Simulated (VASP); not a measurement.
Calculation: PBEsol GGA, VASP's PBE PAW potentials (set 64) (plane waves; VASP 6.6.1).

Input for VASP

**POSCAR**
```
HgI2
1
    0.0000000000     3.7693239340     3.7693239340
    3.7693239340    -0.0000000000     3.7693239340
    3.7693239340     3.7693239340     0.0000000000
Hg I
1 2
Direct
  1.0000000000   0.0000000000   1.0000000000
  0.2500000000   0.2500000000   0.2500000000
  0.7500000000   0.7500000000   0.7500000000
```

INCAR:
```
SYSTEM = HgI2
PREC = Accurate
ENCUT = 530
EDIFF = 1E-7
NELM = 100
ALGO = Normal
LREAL = .FALSE.
LASPH = .TRUE.
ISMEAR = 1
SIGMA = 0.1
GGA = PS
LMAXMIX = 6
LWAVE = .FALSE.
LCHARG = .FALSE.
IBRION = 6
ISIF = 3
NFREE = 2
POTIM = 0.015
NSW = 1
```

KPOINTS:
```
Automatic mesh
0
Gamma
7 7 7
0 0 0
```

POTCAR, in this order: Hg I (PBE.64 set). Program: vasp_std.

Output of the run:

OUTCAR:
```


   1 f  =    0.948169 THz     5.957519 2PiTHz   31.627498 cm-1     3.921308 meV
             X         Y         Z           dx          dy          dz
      0.000000  0.000000  0.000000    -0.000000    0.000000   -0.000000
      1.884662  1.884662  1.884662     0.643800    0.292440   -0.000000
      5.653986  5.653986  5.653986    -0.643800   -0.292440    0.000000

   2 f  =    0.948169 THz     5.957519 2PiTHz   31.627498 cm-1     3.921308 meV
             X         Y         Z           dx          dy          dz
      0.000000  0.000000  0.000000     0.000000    0.000000   -0.000000
      1.884662  1.884662  1.884662    -0.000000    0.000000   -0.707107
      5.653986  5.653986  5.653986     0.000000   -0.000000    0.707107

   3 f  =    0.948169 THz     5.957519 2PiTHz   31.627498 cm-1     3.921308 meV
             X         Y         Z           dx          dy          dz
      0.000000  0.000000  0.000000     0.000000   -0.000000    0.000000
      1.884662  1.884662  1.884662    -0.292440    0.643800   -0.000000
      5.653986  5.653986  5.653986     0.292440   -0.643800   -0.000000

   4 f  =    0.013900 THz     0.087338 2PiTHz    0.463665 cm-1     0.057487 meV
             X         Y         Z           dx          dy          dz
      0.000000  0.000000  0.000000     0.327142   -0.581880   -0.112136
      1.884662  1.884662  1.884662     0.251553   -0.447432   -0.086226
      5.653986  5.653986  5.653986     0.251553   -0.447432   -0.086226

   5 f  =    0.013900 THz     0.087338 2PiTHz    0.463665 cm-1     0.057487 meV
             X         Y         Z           dx          dy          dz
      0.000000  0.000000  0.000000     0.588914    0.305002    0.135404
      1.884662  1.884662  1.884662     0.452841    0.234529    0.104118
      5.653986  5.653986  5.653986     0.452841    0.234529    0.104118

   6 f  =    0.013900 THz     0.087338 2PiTHz    0.463665 cm-1     0.057487 meV
             X         Y         Z           dx          dy          dz
      0.000000  0.000000  0.000000     0.065871    0.163002   -0.653660
      1.884662  1.884662  1.884662     0.050651    0.125339   -0.502627
      5.653986  5.653986  5.653986     0.050651    0.125339   -0.502627

   7 f/i=    0.826084 THz     5.190438 2PiTHz   27.555193 cm-1     3.416407 meV
             X         Y         Z           dx          dy          dz
      0.000000  0.000000  0.000000     0.722630    0.140089   -0.000000
      1.884662  1.884662  1.884662    -0.469886   -0.091092   -0.000000
      5.653986  5.653986  5.653986    -0.469886   -0.091092   -0.000000

   8 f/i=    0.826084 THz     5.190438 2PiTHz   27.555193 cm-1     3.416407 meV
             X         Y         Z           dx          dy          dz
      0.000000  0.000000  0.000000     0.139846   -0.721378    0.043317
      1.884662  1.884662  1.884662    -0.090934    0.469071   -0.028167
      5.653986  5.653986  5.653986    -0.090934    0.469071   -0.028167

   9 f/i=    0.826084 THz     5.190438 2PiTHz   27.555193 cm-1     3.416407 meV
             X         Y         Z           dx          dy          dz
      0.000000  0.000000  0.000000     0.008244   -0.042525   -0.734808
      1.884662  1.884662  1.884662    -0.005361    0.027652    0.477804
      5.653986  5.653986  5.653986    -0.005361    0.027652    0.477804

 ELASTIC MODULI CONTR FROM IONIC RELAXATION (kBar)
 Direction    XX          YY          ZZ          XY          YZ          ZX
 --------------------------------------------------------------------------------
 XX          -0.0000     -0.0000     -0.0000      0.0000      0.0000      0.0000
 YY          -0.0000     -0.0000     -0.0000      0.0000      0.0000      0.0000
 ZZ          -0.0000     -0.0000     -0.0000     -0.0000      0.0000      0.0000
 XY           0.0000      0.0000     -0.0000   -567.3749      0.0000     -0.0000
 YZ           0.0000      0.0000      0.0000      0.0000   -567.3749     -0.0000
 ZX           0.0000      0.0000      0.0000     -0.0000     -0.0000   -567.3749
 --------------------------------------------------------------------------------

 TOTAL ELASTIC MODULI (kBar)
 Direction    XX          YY          ZZ          XY          YZ          ZX
 --------------------------------------------------------------------------------
 XX         297.8657    320.8613    320.8613      0.0000     -0.0000      0.0000
 YY         320.8613    297.8657    320.8613      0.0000      0.0000      0.0000
 ZZ         320.8613    320.8613    297.8657      0.0000      0.0000      0.0000
 XY           0.0000      0.0000      0.0000   -837.4543      0.0000     -0.0000
 YZ          -0.0000      0.0000      0.0000      0.0000   -837.4543     -0.0000
 ZX           0.0000      0.0000      0.0000     -0.0000     -0.0000   -837.4543
 --------------------------------------------------------------------------------
```
(Selected blocks of OUTCAR.)

Finite-difference elastic constants of metals are sensitive to mesh and smearing; shear constants can be off by tens of GPa.

The structure was generated: HgI2 was put into the fluorite type (Fm-3m), which need not be its known phase. It was relaxed first, which changed the volume by +17 %.
